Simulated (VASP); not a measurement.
Runs of VASP 6.6.1 on SGaH3. The cell holds a molecule in a box, 5 atoms: a = 12.000 Å, b = 12.000 Å, c = 12.000 Å, α = 90.00°, β = 90.00°, γ = 90.00°. 

```tsv
task	level	potentials or basis	cell	cutoff (eV)	grid for exact exchange (PRECFOCK)	exchange at q = 0	gap on the mesh (eV)	largest force (eV/Å)
relaxation of the atoms	PBE	VASP PAW PBE potentials, release 64 (S, Ga_d, H)	atoms relaxed from: atoms moved at random, drawn with an rms of 0.02 Å	520	-	-	4.25	0.01
single point	PBE0	VASP PAW PBE potentials, release 64 (S_h, Ga_h, H_h)	as given	900	Normal	truncated	(a)	0.21
single point	PBE+D3(BJ)	VASP PAW PBE potentials, release 64 (S, Ga_d, H)	as given	520	-	-	4.29	0.20
atomic charges	PBE+TS	VASP PAW PBE potentials, release 64 (S, Ga_d, H)	as given	520	-	-	4.29	0.21
single point	PBE	VASP PAW PBE potentials, release 64 (S, Ga_d, H)	as given	520	-	-	4.29	0.21
single point	PBE	VASP PAW PBE potentials, release 64 (S, Ga_d, H)	atoms moved at random, drawn with an rms of 0.05 Å	520	-	-	4.39	2.13
electron localisation function	PBE	VASP PAW PBE potentials, release 64 (S, Ga_d, H)	as given	520	-	-	4.29	0.21
```

Alike in all rows: no spin polarisation; k mesh 1 × 1 × 1; smearing gaussian 0.01 eV.

Task: Fill in the values left out.

Result: (a) 6.19.

Caveats: the PAW data sets were made with another functional, which shifts forces and pressure a little (some runs).

A k mesh can miss the band edges, and the runs leave out spin-orbit coupling on Ga.
